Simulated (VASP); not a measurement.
The input files of a VASP run:

File KPOINTS:
```
Automatic
0
Gamma
 8 8 8
0 0 0
```

### POSCAR
```
InP
1
    0.0000000000     2.9486296521     2.9486296521
    2.9486296521     0.0000000000     2.9486296521
    2.9486296521     2.9486296521     0.0000000000
In P
1 1
Direct
  0.0000000000   0.0000000000   0.0000000000
  0.2500000000   0.2500000000   0.2500000000
```

### INCAR
```
SYSTEM = InP
PREC = Accurate; ENCUT = 520; LREAL = F
LASPH = T
EDIFF = 1E-7; NELM = 100; ALGO = Normal
LMAXMIX = 4
ISMEAR = 0; SIGMA = 0.05
GGA = PE
ISIF = 2
LWAVE = F; LCHARG = F
```

POTCAR, in this order: In_d P (PBE.64 set). Program: vasp_std.

Write an equivalent input for Quantum ESPRESSO's pw.x.

One equivalent input (not run):
```
&CONTROL
  calculation = 'scf'
  pseudo_dir = './pseudo'
  outdir = './out'
  tprnfor = .true.
  tstress = .true.
/
&SYSTEM
  ibrav = 0
  nat = 2
  ntyp = 2
  ecutwfc = 70
  occupations = 'smearing'
  smearing = 'gaussian'
  degauss = 0.003675
  input_dft = 'pbe'
/
&ELECTRONS
  conv_thr = 7.3e-09
  electron_maxstep = 100
/
ATOMIC_SPECIES
  In 114.818 In.upf
  P 30.974 P.upf
CELL_PARAMETERS angstrom
     0.0000000    2.9486297    2.9486297
     2.9486297    0.0000000    2.9486297
     2.9486297    2.9486297    0.0000000
ATOMIC_POSITIONS crystal
  In   0.0000000  0.0000000  0.0000000
  P    0.2500000  0.2500000  0.2500000
K_POINTS automatic
  8 8 8 0 0 0
```
Limits of the translation: the potentials are each code's own (VASP's PAW set, PseudoDojo norm-conserving files in pw.x), so ENCUT and ecutwfc are chosen apart and not converted; conv_thr bounds pw.x's estimated SCF error, while EDIFF bounds the energy change between steps.

The compound is InP in the zinc blende structure. This cell is one point of a volume scan, at 0.97 of the reference volume.
